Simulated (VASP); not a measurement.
Input of a VASP 6.6.1 run:

INCAR

```
SYSTEM = InF
PREC     = Accurate       ! precision mode
ENCUT    = 520            ! plane-wave cutoff, eV
EDIFF    = 1E-7           ! SCF threshold, eV
ISMEAR   = 0              ! smearing method
SIGMA    = 0.05           ! smearing width, eV
LREAL    = .FALSE.        ! projectors in reciprocal space
LASPH    = .TRUE.         ! aspherical terms in the spheres
NELM     = 60             ! most SCF steps
ALGO     = Fast           ! electronic algorithm
ISIF     = 2              ! what is computed and relaxed
LWAVE    = .FALSE.        ! write WAVECAR
LCHARG   = .FALSE.        ! write CHGCAR
GGA      = CA             ! functional
NBANDS   = 17             ! bands
```

File KPOINTS:

```
regular mesh
0
G
  6 6 6
  0 0 0
```

Contents of POSCAR:

```
InF
1.0
    3.2281096926      0.0000000000      0.0000000000
    0.0000000000      3.2281096926      0.0000000000
    0.0000000000      0.0000000000      3.2281096926
In F
1 1
Direct
    0.0000000000      0.0000000000      0.0000000000
    0.5000000000      0.5000000000      0.5000000000
```

Potentials or basis: VASP PAW LDA potentials, release 64 (In_d, F).

Run with:

```bash
$ cat potpaw_LDA.64/In_d/POTCAR potpaw_LDA.64/F/POTCAR > POTCAR
$ mpirun -np 1 vasp_std > vasp.out
```

Task: Estimate the pressure.

Result: -0.7 GPa.

Task: Predict the band gap on the k mesh.

Result: None (metal or under the smearing width).
